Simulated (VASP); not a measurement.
A run of VASP 6.6.1:

The input INCAR:

```
ALGO     = Fast           # electronic algorithm
EDIFF    = 1E-4           # SCF threshold, eV
EDIFFG   = -0.08          # ionic threshold
ENCUT    = 520            # plane-wave cutoff, eV
GGA      = PE             # functional
IBRION   = 2              # ionic algorithm
ISIF     = 3              # what is computed and relaxed
ISMEAR   = 0              # smearing method
KPAR     = 2            
LASPH    = True           # aspherical terms in the spheres
LCHARG   = False          # write CHGCAR
LREAL    = False          # projectors in reciprocal space
LWAVE    = False          # write WAVECAR
NELM     = 60             # most SCF steps
NSW      = 24             # ionic steps
PREC     = Normal         # precision mode
SIGMA    = 0.15           # smearing width, eV
```

Contents of KPOINTS:

```
k-points
0
Gamma
  7 7 4
```

File POSCAR:

```
SiB
1.0
    3.2250000000      0.0000000000      0.0000000000
   -1.6125000000      2.7929319300      0.0000000000
    0.0000000000      0.0000000000      4.8400000000
Si B
2 2
Direct
    0.0000000000      0.0000000000      0.5000000000
    0.0000000000      0.0000000000      0.0000000000
    0.6666666700      0.3333333300      0.7500000000
    0.3333333300      0.6666666700      0.2500000000
```

Potentials or basis: VASP PAW PBE potentials, release 64 (Si, B).

Command:

```bash
$ cat potpaw_PBE.64/Si/POTCAR potpaw_PBE.64/B/POTCAR > POTCAR
$ mpirun -np 2 vasp_std > vasp.out
```

Hardware: 2 MPI ranks on Intel(R) Xeon(R) 6975P-C (Granite Rapids), on a shared host.

Estimate the wall time of this run.

Wall time 5.5 s on 2 MPI ranks on Intel(R) Xeon(R) 6975P-C (Granite Rapids), on a shared host, peak memory 0.12 GiB a rank. Counts: scf iterations 28, k points 24, ion steps 6.
